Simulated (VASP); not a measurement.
# Tellurium: structure and properties in VASP, part 2 of 4

Aim: relax Tellurium with r2SCAN, compute its properties on that cell and hold them against experiment. The start is a cell from a database of measured crystal structures.

VASP 6.6.1, plane waves and PAW; the level of theory is named at each step.

So far, gap on the k-mesh (eV): step 2 (full relaxation (r2SCAN)) 0.785; step 3 (second relaxation) 0.785. The relaxed cell has a = 4.605, c = 5.919 Å (conventional setting).

The database entry behind the starting cell differs from later determinations by our own check (inner coordinate of an old entry), so it need not match the best structure at ambient conditions.

### Step 4. Single point with fields (r2SCAN)

Level of this step: r2SCAN; plane waves and PAW (Te) (VASP).

A single point on the relaxed cell gives a clean self-consistent state, with density, ELF and potential written out.

INCAR

```
SYSTEM = Te
PREC = Accurate
ENCUT = 400
EDIFF = 1E-06
NELM = 100
ISMEAR = 0
SIGMA = 0.05
LREAL = .FALSE.
ALGO = Normal
METAGGA = R2SCAN
LASPH = .TRUE.
NBANDS = 15
LORBIT = 11
LWAVE = .FALSE.
LCHARG = .TRUE.
ISIF = 2
LELF = .TRUE.
LVHAR = .TRUE.
```

POSCAR

```
Te
1.0
    4.6053105293      0.0000000000      0.0000000000
   -2.3026552646      3.9883159107      0.0000000000
    0.0000000000      0.0000000000      5.9185311832
Te
3
Direct
    0.2547234923      0.0000000000      0.3333333333
    0.0000000000      0.2547234923      0.6666666667
    0.7452765077      0.7452765077      0.0000000000
```

KPOINTS

```
Automatic mesh
0
Gamma
5 5 4
0 0 0
```

PAW data sets: Te (PBE family, release 64).

Launch:

```console
mpirun -np 2 vasp_std
```

What it wrote:

```text
[banner, memory and clock lines left out]
running    2 mpi-ranks, on    1 nodes
 distrk:  each k-point on    2 cores,    1 groups
 distr:  one band on    1 cores,    2 groups

 POSCAR found type information on POSCAR Te
 POSCAR found :  1 types and       3 ions
 [... a notice as in an earlier step ...]

 LDA part: xc-table for (None), standard interpolation
|                                                                             |
|           W    W    AA    RRRRR   N    N  II  N    N   GGGG   !!!           |
|           W    W   A  A   R    R  NN   N  II  NN   N  G    G  !!!           |
|           W    W  A    A  R    R  N N  N  II  N N  N  G       !!!           |
|           W WW W  AAAAAA  RRRRR   N  N N  II  N  N N  G  GGG   !            |
|           WW  WW  A    A  R   R   N   NN  II  N   NN  G    G                |
|           W    W  A    A  R    R  N    N  II  N    N   GGGG   !!!           |
|                                                                             |
|     The number of bands has been changed from the values supplied in        |
|     The orbitals not found in the WAVECAR file will be initialized with     |
|     random numbers, which is usually adequate. For correlated               |
|     calculations, however, you should redo the groundstate calculation.     |
|     I found NBANDS = 15. Now, NBANDS = 16.                                  |
|                                                                             |

 POSCAR, INCAR and KPOINTS ok, starting setup
 FFT: planning ... GRIDC
 FFT: planning ... GRID_SOFT
 FFT: planning ... GRID
 WAVECAR not read
 entering main loop
       N       E                     dE             d eps       ncg     rms          rms(c)
DAV:   1    -0.431602695467E+01   -0.43160E+01   -0.56181E+03   544   0.738E+02
DAV:   2    -0.753220057292E+02   -0.71006E+02   -0.67833E+02   704   0.128E+02
DAV:   3    -0.792598507939E+02   -0.39378E+01   -0.39246E+01   680   0.337E+01
DAV:   4    -0.793206730582E+02   -0.60822E-01   -0.60819E-01   792   0.494E+00
DAV:   5    -0.793215514928E+02   -0.87843E-03   -0.87843E-03   728   0.508E-01    0.954E+00
DAV:   6    -0.762195688596E+02    0.31020E+01   -0.49481E-01   600   0.483E+00    0.706E+00
DAV:   7    -0.762454552118E+02   -0.25886E-01   -0.10447E-01   728   0.211E+00    0.217E+00
DAV:   8    -0.762416510008E+02    0.38042E-02   -0.15902E-02   672   0.740E-01    0.157E-01
DAV:   9    -0.762417683473E+02   -0.11735E-03   -0.74828E-04   752   0.158E-01    0.981E-02
DAV:  10    -0.762419797760E+02   -0.21143E-03   -0.20614E-04   648   0.101E-01    0.442E-02
DAV:  11    -0.762420109255E+02   -0.31149E-04   -0.57629E-05   712   0.515E-02    0.154E-02
DAV:  12    -0.762420107866E+02    0.13883E-06   -0.48793E-06   696   0.133E-02
   1 F= -.76242011E+02 E0= -.76242011E+02  d E =-.635119E-16
```

Elapsed: 1.7 min, on 2 MPI ranks of AMD EPYC 7R43, shared host; peak memory 0.25 GiB; 3.3 min of CPU time.

Parts of OUTCAR (step 4):

```text
 Found     17 irreducible k-points:

   k-points           NKPTS =     17   k-points in BZ     NKDIM =     17   number of bands    NBANDS=     16

   NELECT =      18.0000    total number of electrons

 E-fermi :   5.2335

 k-point     1 :       0.0000    0.0000    0.0000
  band No.  band energies     occupation
    ...
      5       2.0102      2.00000
      6       2.0102      2.00000
      7       3.3111      2.00000
      8       3.3111      2.00000
      9       4.3171      2.00000
     10       6.2007      0.00000
     11       6.2007      0.00000
     12       6.7510      0.00000
     13      10.4088      0.00000
     14      10.4088      0.00000
    ...

 k-point     2 :       0.2000   -0.0000    0.0000
  band No.  band energies     occupation
    ...
      5       1.3125      2.00000
      6       1.7520      2.00000
      7       3.5920      2.00000
      8       3.9015      2.00000
      9       4.1402      2.00000
     10       6.1626      0.00000
     11       6.2720      0.00000
     12       6.8522      0.00000
     13       9.7753      0.00000
     14      10.4639      0.00000
    ...

  Total        0.0102007      0.0102007     -0.0099117      0.0000000      0.0000000      0.0000000
  in kB        0.1503406      0.1503406     -0.1460824      0.0000000      0.0000000      0.0000000
  external PRESSURE =       0.0515329 kB  Pullay stress =       0.0000000 kB

 POSITION                                       TOTAL-FORCE (eV/Angst)
 -----------------------------------------------------------------------------------
      1.17308      0.00000      1.97284         0.004418     -0.000000      0.000000
     -0.58654      1.01592      3.94569        -0.002209      0.003826      0.000000
      1.71611      2.97240      0.00000        -0.002209     -0.003826      0.000000
 -----------------------------------------------------------------------------------
    total drift:                                0.000001      0.000001      0.000000

  FREE ENERGIE OF THE ION-ELECTRON SYSTEM (eV)
  ---------------------------------------------------
  free  energy   TOTEN  =       -76.2420107866 eV

  energy  without entropy=      -76.2420107866  energy(sigma->0) =      -76.24201079

[... 12 parts as in an earlier step ...]

[... 2 further parts left out ...]
```

Numbers from this step:

```
SCF cycles   : 12
bands        : 16
Fermi energy : 5.234 eV
pressure     : 0.005153 GPa
```

Valence electrons inside each PAW sphere by angular momentum. Sphere charges, by row:

```tsv
atom	s (e)	p (e)	d (e)	tot (e)
Te1	1.432	1.849	0.041	3.321
Te2	1.432	1.849	0.041	3.321
Te3	1.432	1.849	0.041	3.321
```

Valence density in the ac plane at fractional y = 0.000, with atoms of Te within 0.2 Å of it. It is the smooth field of the valence electrons, not physical close to the nuclei.

Ten even steps from '_' (-0.27 e/Å³) to '@' (0.50 e/Å³), each cell a mean:
```
**++====------====++##%%%%%%
**++====--------==++**%%%%%%
**++==----------==++**%%%%%%
**++====--------==++**%%%%%%
**++====------====++##%%%%%%
##++++====----====++##%%%%%%
##**++++==========++**##%%##
########**++++====++++**####
##%%@@@@@@%%**++======++++**
##@@@@##%%@@@@**========++++
##@@**__::%%@@##++========++
##@@++__..##@@##++========++
##@@@@**##@@@@**==========++
##%%@@@@@@%%##++======++++**
########****++====++++****##
##**++++++========++**##%%##
##++++======--====++##%%%%%%
```
Columns run along a (4.6 Å), rows up along c (5.9 Å). Atoms in or near the plane, at fractional coordinates: Te at (0.25, 0.33).

Electrostatic potential energy in the ac plane at fractional y = 0.000, with atoms of Te within 0.2 Å of it. With pseudopotentials it is smooth inside the atoms' cores, unlike the true potential.

Ten even steps from '0' (-82 eV) to '9' (4 eV), each cell a mean:
```
99999999999888
99999999999888
99999999999999
99999999999989
99999999999888
99999999999878
99999999999888
99999999999999
98756799999999
86201379999999
84000159999999
83000059999999
86200379999999
98655789999999
99988999999999
99999999999888
89999999999878
```
Columns run along a (4.6 Å; values clipped at the 3rd and 97th percentile), rows up along c (5.9 Å). Atoms in or near the plane, at fractional coordinates: Te at (0.25, 0.33).

ELF in the ac plane at fractional y = 0.000, with atoms of Te within 0.2 Å of it. It is the smooth field of the valence electrons, not physical close to the nuclei.

Ten even steps from '_' (0.01) to '@' (0.88), each cell a mean:
```
**++--..______::++##%%%%%%##
**++::..______..--++##%%%%%%
**==::__________::==**##%%%%
**++::..______..::++**%%%%%%
**++--..______..++##%%%%%%##
**++--....____::**%%@@@@%%##
**++====--::....==%%@@@@%%##
##########**==..::**%%%%%%##
##%%%%%%@@@@%%==::::++******
##%%%%%%%%@@@@##--....::--++
######**##@@@@%%==..____::==
######**##@@@@@@==..____::==
##%%%%%%%%@@@@##--....::--++
##%%%%%%@@@@%%==::::++******
############++::::++%%%%%%##
****++====--....==%%@@@@%%##
**++--::..____::**%%@@@@%%##
```
Columns run along a (4.6 Å), rows up along c (5.9 Å). Atoms in or near the plane, at fractional coordinates: Te at (0.25, 0.33).

In this run the pressure is 0.01 GPa, small enough to go on.

### Step 5. Band structure (r2SCAN)

Levels along the symmetry lines show where the bands peak and cross; KPOINTS_OPT computes them in the converged potential.

INCAR

```
SYSTEM = Te
PREC = Accurate
ENCUT = 400
EDIFF = 1E-06
NELM = 100
ISMEAR = 0
SIGMA = 0.05
LREAL = .FALSE.
ALGO = Normal
METAGGA = R2SCAN
LASPH = .TRUE.
NBANDS = 22
LORBIT = 11
LWAVE = .FALSE.
LCHARG = .FALSE.
KPAR = 2
```

POSCAR is that of step 4.

KPOINTS is that of step 4.

KPOINTS_OPT

```
Line mode
16
Line-mode
Reciprocal
  0.00000000   0.00000000   0.00000000 GAMMA
  0.50000000   0.00000000   0.00000000 M

  0.50000000   0.00000000   0.00000000 M
  0.33333333   0.33333333   0.00000000 K

  0.33333333   0.33333333   0.00000000 K
  0.00000000   0.00000000   0.00000000 GAMMA

  0.00000000   0.00000000   0.00000000 GAMMA
  0.00000000   0.00000000   0.50000000 A

  0.00000000   0.00000000   0.50000000 A
  0.50000000   0.00000000   0.50000000 L

  0.50000000   0.00000000   0.50000000 L
  0.33333333   0.33333333   0.50000000 H

  0.33333333   0.33333333   0.50000000 H
  0.00000000   0.00000000   0.50000000 A

  0.50000000   0.00000000   0.50000000 L
  0.50000000   0.00000000   0.00000000 M

  0.33333333   0.33333333   0.00000000 K
  0.33333333   0.33333333   0.50000000 H
```

Launch:

```console
mpirun -np 2 vasp_std
```

What it wrote:

```text
[... set-up lines as in an earlier step ...]
 entering main loop
       N       E                     dE             d eps       ncg     rms          rms(c)
DAV:   1    -0.910802022737E+01   -0.91080E+01   -0.53871E+03   748   0.539E+02
DAV:   2    -0.752017960095E+02   -0.66094E+02   -0.63012E+02   956   0.105E+02
DAV:   3    -0.792566983431E+02   -0.40549E+01   -0.40224E+01   916   0.264E+01
DAV:   4    -0.793202603941E+02   -0.63562E-01   -0.63554E-01   910   0.391E+00
DAV:   5    -0.793215376854E+02   -0.12773E-02   -0.12773E-02   952   0.512E-01    0.953E+00
DAV:   6    -0.762195071478E+02    0.31020E+01   -0.40117E-01   748   0.352E+00    0.695E+00
DAV:   7    -0.762450609121E+02   -0.25554E-01   -0.82343E-02   938   0.150E+00    0.184E+00
DAV:   8    -0.762417080253E+02    0.33529E-02   -0.11090E-02   808   0.504E-01    0.128E-01
DAV:   9    -0.762418188451E+02   -0.11082E-03   -0.62035E-04   944   0.113E-01    0.870E-02
DAV:  10    -0.762419892924E+02   -0.17045E-03   -0.17707E-04   820   0.685E-02    0.295E-02
DAV:  11    -0.762420114283E+02   -0.22136E-04   -0.31294E-05   914   0.290E-02    0.685E-03
DAV:  12    -0.762420107006E+02    0.72773E-06   -0.19215E-06   844   0.703E-03
   1 F= -.76242011E+02 E0= -.76242011E+02  d E =-.229567E-13
 Start KPOINTS_OPT (optional k-point list driver)
k-point batch [1-17\144]
       N       E                     dE             ncg
DAV:   1     0.103814498137E+04   -0.27565E+04      748
DAV:   2    -0.106688640336E+03   -0.11448E+04     1012
DAV:   3    -0.179616246175E+03   -0.72928E+02      874
DAV:   4    -0.180851166289E+03   -0.12349E+01      962
DAV:   5    -0.180878121213E+03   -0.26955E-01      950
DAV:   6    -0.180879253387E+03   -0.11322E-02     1020
DAV:   7    -0.180879256555E+03   -0.31680E-05      904
DAV:   8    -0.180879256599E+03   -0.44285E-07      624
[...]
k-point batch [137-144\144]
       N       E                     dE             ncg
DAV:   1     0.464399762838E+04   -0.33381E+04      352
DAV:   2     0.412091056626E+04   -0.52309E+03      474
DAV:   3     0.409037031758E+04   -0.30540E+02      448
DAV:   4     0.408983158419E+04   -0.53873E+00      470
DAV:   5     0.408982347001E+04   -0.81142E-02      448
DAV:   6     0.408982310249E+04   -0.36752E-03      478
DAV:   7     0.408982308963E+04   -0.12864E-04      408
DAV:   8     0.408982308892E+04   -0.70425E-06      334
```

Wall time 11 min (2 MPI ranks); peak memory 0.35 GiB.

Parts of OUTCAR (step 5):

```text
   k-points           NKPTS =     17   k-points in BZ     NKDIM =     17   number of bands    NBANDS=     22

   NELECT =      18.0000    total number of electrons

 E-fermi :   5.2056

 k-point     1 :       0.0000    0.0000    0.0000
  band No.  band energies     occupation
    ...
      5       2.0102      2.00000
      6       2.0102      2.00000
      7       3.3111      2.00000
      8       3.3111      2.00000
      9       4.3171      2.00000
     10       6.2007      0.00000
     11       6.2007      0.00000
     12       6.7511      0.00000
     13      10.4088      0.00000
     14      10.4088      0.00000
    ...

  Total        0.0097364      0.0097364     -0.0098775      0.0000000      0.0000000      0.0000000
  in kB        0.1434989      0.1434989     -0.1455778      0.0000000      0.0000000      0.0000000
  external PRESSURE =       0.0471400 kB  Pullay stress =       0.0000000 kB

 POSITION                                       TOTAL-FORCE (eV/Angst)
 -----------------------------------------------------------------------------------
      1.17308      0.00000      1.97284         0.004466      0.000000      0.000000
     -0.58654      1.01592      3.94569        -0.002233      0.003868     -0.000000
      1.71611      2.97240      0.00000        -0.002233     -0.003868     -0.000000
 -----------------------------------------------------------------------------------
    total drift:                                0.000001      0.000001      0.000000

  FREE ENERGIE OF THE ION-ELECTRON SYSTEM (eV)
  ---------------------------------------------------
  free  energy   TOTEN  =       -76.2420107006 eV

  energy  without entropy=      -76.2420107006  energy(sigma->0) =      -76.24201070

[... 9 parts as in an earlier step ...]

[... 7 further parts left out ...]
```

Spin-orbit coupling is off here; with elements this heavy it splits and shifts levels by tenths of an eV or more.

Numbers from this step:

```yaml
bands: 22
fermi_energy: 5.206 eV
pressure: 0.004714 GPa
least_gap_on_mesh_and_path: 0.4783 eV
least_direct_gap_on_mesh_and_path: 0.5259 eV
valence_top_at_k: 0.3667, 0.2667, 0.5
conduction_bottom_at_k: 0.3333, 0.3333, 0.5
least_direct_gap_at_k: 0.3333, 0.3333, 0.5
```

Electronic bands along the path, in eV, zero at the valence-band top; v1 is the highest filled band, c1 the lowest empty one:

```tsv
point	v4	v3	v2	v1	c1	c2	c3	c4
Γ	-2.97	-1.67	-1.67	-0.66	1.22	1.22	1.77	5.43
0.53 of the way	-3.38	-1.68	-1.17	-0.86	1.22	1.41	2.31	4.40
M	-3.42	-3.17	-1.23	-0.91	1.26	1.42	3.72	3.85
0.47 of the way	-3.25	-3.08	-1.81	-1.63	1.88	2.25	3.65	4.31
K	-2.86	-2.86	-2.72	-2.31	2.91	2.91	3.31	5.17
0.47 of the way	-3.09	-1.87	-1.45	-1.40	1.77	1.91	2.27	4.76
Γ	-2.97	-1.67	-1.67	-0.66	1.22	1.22	1.77	5.43
0.53 of the way	-2.64	-1.56	-1.49	-0.83	0.93	0.96	1.31	5.05
A	-2.76	-1.37	-1.19	-1.19	0.76	0.88	0.88	4.72
0.53 of the way	-3.27	-1.90	-1.73	-1.12	1.42	2.02	2.32	5.13
L	-3.67	-2.19	-1.84	-0.12	1.13	2.13	2.64	5.10
0.53 of the way	-4.37	-1.35	-1.12	-0.04	0.97	1.90	2.24	5.44
H	-4.79	-1.07	-0.05	-0.05	0.48	1.82	1.82	6.15
0.47 of the way	-3.76	-1.71	-1.38	-0.84	1.09	2.19	2.42	5.16
A	-2.76	-1.37	-1.19	-1.19	0.76	0.88	0.88	4.72
jump to L	-3.67	-2.19	-1.84	-0.12	1.13	2.13	2.64	5.10
0.47 of the way	-3.51	-1.89	-1.72	-1.19	1.45	2.18	2.80	4.55
M	-3.42	-3.17	-1.23	-0.91	1.26	1.42	3.72	3.85
jump to K	-2.86	-2.86	-2.72	-2.31	2.91	2.91	3.31	5.17
0.53 of the way	-3.99	-2.33	-1.29	-0.78	1.80	2.52	2.59	5.78
H	-4.79	-1.07	-0.05	-0.05	0.48	1.82	1.82	6.15
```

The path lowers the gap by 0.31 eV against the mesh alone, so a band edge lies off the mesh.

(Part 2 of 4 ends here.)

[Lines on the potential files, build, host, timing and source positions are cut from VASP's logs without a mark.]

[Logs are printed without paths, hosts, clocks, repeated set-up lines and the standing remarks that a program may print on its own settings, such as how far it seeks lower states.]

[Hosts, paths, dates, database ids (printed as entryN), source tags and the programs' standing remarks are cut or masked in the printed files.]

[A measured line is paired with the nearest computed mode of its activity, which favours agreement.]
